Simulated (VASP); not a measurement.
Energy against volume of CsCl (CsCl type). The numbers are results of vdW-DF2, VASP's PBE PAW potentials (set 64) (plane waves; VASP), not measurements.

```tsv
V (Å³/atom)	E (eV/atom)
35.070	-1.31292
36.190	-1.32044
37.309	-1.32324
38.428	-1.32210
39.548	-1.31767
```

### Question
Fit a third-order Birch-Murnaghan equation of state.

### Answer

```yaml
volume_per_atom: 37.51 Å³/atom
bulk_modulus: 18.2 GPa
pressure_derivative_of_the_bulk_modulus: 5.06
lattice_constant_a: 4.218 Å
```

The compound is CsCl in the CsCl type structure. It was relaxed first, which changed the volume by +7 %.
